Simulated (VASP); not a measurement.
Level of theory: revTPSS meta-GGA, VASP's PBE PAW potentials (set 64) (plane waves; VASP).

VASP input:

File KPOINTS:
```
Automatic mesh
0
Gamma
16 16 16
0 0 0
```

File POSCAR:
```
Pt
1
    0.0000000000     1.9376789234     1.9376789234
    1.9376789234     0.0000000000     1.9376789234
    1.9376789234     1.9376789234     0.0000000000
Pt
1
Direct
  0.0000000000   0.0000000000   0.0000000000
```

INCAR:
```
! general
SYSTEM  = Pt
PREC    = Accurate
ENCUT   = 520   ! plane-wave cut-off (eV)
LREAL   = .FALSE.   ! projection in real space or not
LASPH   = .TRUE.

! electronic loop
EDIFF   = 1E-7   ! SCF stop (eV)
NELM    = 100   ! most electronic steps
ALGO    = Normal   ! blocked Davidson
LMAXMIX = 6   ! l cut-off of mixed one-centre charges
LMIXTAU = .TRUE.

! smearing
ISMEAR  = 1
SIGMA   = 0.1

! functional
METAGGA = RTPSS

! ions
ISIF    = 2

! output
LWAVE   = .FALSE.
LCHARG  = .FALSE.
```

POTCAR, in this order: Pt (PBE.64 set). Program: vasp_std.

Unless said otherwise, spin-orbit coupling is left out, though it shifts the bands of the heavy elements here.

Problem. What does the run give for the energy per atom (σ→0), pressure, band gap (on the k-mesh)?

Solution. 
```yaml
energy per atom (σ→0): 34.586 eV/atom
band gap (on the k-mesh): none (metal, semimetal or under 0.01 eV)
pressure: 9.83 GPa
```

File OSZICAR:
```
...
DAV:   9     0.345929456743E+02    0.58936E-02   -0.34790E-02  2720   0.179E+00    0.633E-01
DAV:  10     0.345872598347E+02   -0.56858E-02   -0.32526E-02  2697   0.174E+00    0.326E-01
DAV:  11     0.345861865618E+02   -0.10733E-02   -0.23573E-03  2842   0.434E-01    0.116E-01
DAV:  12     0.345861892492E+02    0.26874E-05   -0.11599E-04  2732   0.115E-01    0.574E-02
DAV:  13     0.345861872834E+02   -0.19658E-05   -0.59806E-06  2743   0.258E-02    0.141E-02
DAV:  14     0.345861825397E+02   -0.47436E-05   -0.24457E-06  2673   0.204E-02    0.144E-03
DAV:  15     0.345861825986E+02    0.58867E-07   -0.46006E-08  1663   0.212E-03
   1 F= 0.34586183E+02 E0= 0.34586427E+02  d E =-.731887E-03
```

The compound is Pt in the fcc structure. This cell is one point of a volume scan, at 0.97 of the reference volume.
